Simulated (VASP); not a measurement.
Data:

```xyz
2
Lattice="3.5610 0.0000 0.0000 -1.7805 3.0839 0.0000 0.0000 0.0000 5.7493" Properties=species:S:1:pos:R:3 pbc="T T T"
Tl     0.0000     2.0559     1.4373
Tl     1.7805     1.0280     4.3120
```

Computed with PBE GGA, VASP's PBE PAW potentials (set 64) (plane waves; VASP 6.6.1). Numerical set-up: 300 eV cut-off, 7×7×4 Γ-centred mesh, Gaussian smearing of 0.27 eV, potentials Tl_d.

Q: Give the energies of bands 11 to 16 at the high-symmetry points, in eV from the Fermi level.

A: 
| band | Γ | M | K | A | L | H |
|---|---|---|---|---|---|---|
| 11 | -9.39 | -5.65 | -4.59 | -8.12 | -4.76 | -4.22 |
| 12 | -5.23 | -4.56 | -4.59 | -8.12 | -4.76 | -4.22 |
| 13 | -2.48 | -0.82 | -1.04 | 2.91 | -1.94 | -0.69 |
| 14 | 7.46 | 0.48 | 1.55 | 2.91 | -1.94 | -0.69 |
| 15 | 7.46 | 1.34 | 1.55 | 8.34 | 5.25 | 0.32 |
| 16 | 9.31 | 3.58 | 2.64 | 8.34 | 5.25 | 0.32 |

It has no gap at this level: it comes out as a metal or semimetal.

The structure comes from a computed database's Tl entry; how it stands against other phases isn't given here. The cell was not relaxed at this level.
